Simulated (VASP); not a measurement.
Computed with PW91 GGA, VASP's PBE PAW potentials (set 64) (plane waves; VASP).

Input for VASP

**INCAR**
```
SYSTEM=W
PREC=Accurate; ENCUT=520; LREAL=.FALSE.
LASPH=.TRUE.
EDIFF=1E-7; NELM=100; ALGO=Normal
LMAXMIX=6
ISMEAR=1; SIGMA=0.1
GGA=91
ISIF=2
LWAVE=.FALSE.; LCHARG=.FALSE.
```

File KPOINTS:
```
kpoints
0
gamma
  16 16 16
0 0 0
```

File POSCAR:
```
W
1
   -1.5799482400     1.5799482400     1.5799482400
    1.5799482400    -1.5799482400     1.5799482400
    1.5799482400     1.5799482400    -1.5799482400
W
1
Direct
  0.0000000000   0.0000000000   0.0000000000
```

POTCAR, in this order: W_sv (PBE.64 set). Program: vasp_std.

The run wrote:

**OUTCAR**
```
 ion  position               nearest neighbor table
   1  0.000  0.000  0.000-
  LATTYP: Found a body centered cubic cell.
 ALAT       =     3.1598964800
 Subroutine PRICEL returns:
 Original cell was already a primitive cell.
 Subroutine GETGRP returns: Found 48 space group operations
The static configuration has the point symmetry O_h .
The dynamic configuration has the point symmetry O_h .
 Subroutine INISYM returns: Found 48 space group operations
 Subroutine IBZKPT returns following result:
 Found    145 irreducible k-points:

 Following reciprocal coordinates:
            Coordinates               Weight
  0.000000  0.000000  0.000000      1.000000
  0.062500  0.000000  0.000000     12.000000
  0.125000  0.000000  0.000000     12.000000
  0.187500  0.000000  0.000000     12.000000
  0.250000  0.000000  0.000000     12.000000
  0.312500  0.000000  0.000000     12.000000
  0.375000  0.000000  0.000000     12.000000
  0.437500  0.000000  0.000000     12.000000
  0.500000  0.000000  0.000000      6.000000
  0.062500  0.062500  0.000000     24.000000
  0.125000  0.062500  0.000000     48.000000
  0.187500  0.062500 -0.000000     48.000000
  0.250000  0.062500  0.000000     48.000000
  0.312500  0.062500  0.000000     48.000000
  0.375000  0.062500  0.000000     48.000000
  0.437500  0.062500  0.000000     48.000000
  0.125000  0.125000  0.000000     24.000000
  0.187500  0.125000  0.000000     48.000000
  0.250000  0.125000  0.000000     48.000000
  0.312500  0.125000  0.000000     48.000000
  0.375000  0.125000 -0.000000     48.000000
  0.437500  0.125000  0.000000     24.000000
  0.187500  0.187500  0.000000     24.000000
  0.250000  0.187500  0.000000     48.000000
  0.312500  0.187500  0.000000     48.000000
...
```

**OSZICAR**
```
       N       E                     dE             d eps       ncg     rms          rms(c)
DAV:   1     0.776857297597E+02    0.77686E+02   -0.79688E+03  3214   0.145E+03
DAV:   2    -0.119979215644E+02   -0.89684E+02   -0.86446E+02  3427   0.335E+02
DAV:   3    -0.134888939192E+02   -0.14910E+01   -0.14783E+01  3670   0.430E+01
DAV:   4    -0.134965923677E+02   -0.76984E-02   -0.76832E-02  3439   0.332E+00
DAV:   5    -0.134966516804E+02   -0.59313E-04   -0.59313E-04  3603   0.300E-01    0.216E+01
DAV:   6    -0.129725142502E+02    0.52414E+00   -0.62071E-01  3412   0.106E+01    0.855E+00
DAV:   7    -0.128422132554E+02    0.13030E+00   -0.32012E-01  3508   0.714E+00    0.623E-01
DAV:   8    -0.128384367477E+02    0.37765E-02   -0.41011E-03  3292   0.991E-01    0.119E-01
DAV:   9    -0.128383236806E+02    0.11307E-03   -0.18800E-04  3622   0.170E-01    0.440E-02
DAV:  10    -0.128383188251E+02    0.48555E-05   -0.18742E-05  3436   0.632E-02    0.137E-03
DAV:  11    -0.128383189983E+02   -0.17324E-06   -0.20628E-07  3198   0.637E-03    0.576E-04
DAV:  12    -0.128383188593E+02    0.13906E-06   -0.73299E-09  1835   0.130E-03    0.602E-05
DAV:  13    -0.128383188682E+02   -0.88996E-08   -0.66682E-10  1676   0.396E-04
   1 F= -.12838319E+02 E0= -.12838067E+02  d E =-.754327E-03
```

### OUTCAR
```
------------------------ aborting loop because EDIFF is reached ----------------------------------------
  FORCE on cell =-STRESS in cart. coord.  units (eV):
  Direction    XX          YY          ZZ          XY          YZ          ZX
  --------------------------------------------------------------------------------------
  Total        0.8876276      0.8876276      0.8876276      0.0000000      0.0000000      0.0000000
  in kB       90.1473147     90.1473147     90.1473147      0.0000000      0.0000000      0.0000000
  external PRESSURE =      90.1473147 kB  Pullay stress =       0.0000000 kB
  volume of cell :       15.78
      direct lattice vectors                 reciprocal lattice vectors
    -1.579948240  1.579948240  1.579948240     0.000000000  0.316466063  0.316466063
     1.579948240 -1.579948240  1.579948240     0.316466063  0.000000000  0.316466063
     1.579948240  1.579948240 -1.579948240     0.316466063  0.316466063  0.000000000
 POSITION                                       TOTAL-FORCE (eV/Angst)
 -----------------------------------------------------------------------------------
      0.00000      0.00000      0.00000        -0.000000     -0.000000     -0.000000
 -----------------------------------------------------------------------------------
    total drift:                                0.000000     -0.000000      0.000000
  FREE ENERGIE OF THE ION-ELECTRON SYSTEM (eV)
  ---------------------------------------------------
  free  energy   TOTEN  =       -12.8383188682 eV

  energy  without entropy=      -12.8375645409  energy(sigma->0) =      -12.83806743
```
(Selected blocks of OUTCAR.)

The compound is W in the bcc structure. This cell is one point of a volume scan, at 0.97 of the reference volume.
